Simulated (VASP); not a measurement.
```xyz
2
Lattice="0.0000 2.9422 2.9422 2.9422 0.0000 2.9422 2.9422 2.9422 0.0000" Properties=species:S:1:pos:R:3 pbc="T T T"
In     0.0000     0.0000     0.0000
P      1.4711     1.4711     1.4711
```

All values below come from r2SCAN+rVV10, VASP's PBE PAW potentials (set 64) (plane waves; VASP). Run with 520 eV cut-off, 9×9×9 Γ-centred mesh, tetrahedra with Blöchl corrections, potentials In_d P.

Unless said otherwise, spin-orbit coupling is left out, though it shifts the bands of the heavy elements here.

### Question
Predict the energy per atom (σ→0), band gap (over mesh and band path) with the smallest direct gap where there is one.

### Answer

```
Quantity                                                Result
---------------------------------------------  ---------------
band gap (over mesh and band path)                     1.07 eV
smallest direct gap (over mesh and band path)          1.07 eV
energy per atom (σ→0)                          -15.906 eV/atom
```

Total energies compare only between runs with the same potentials, cut-off and functional.

The compound is InP in the zinc blende structure. It was relaxed first.
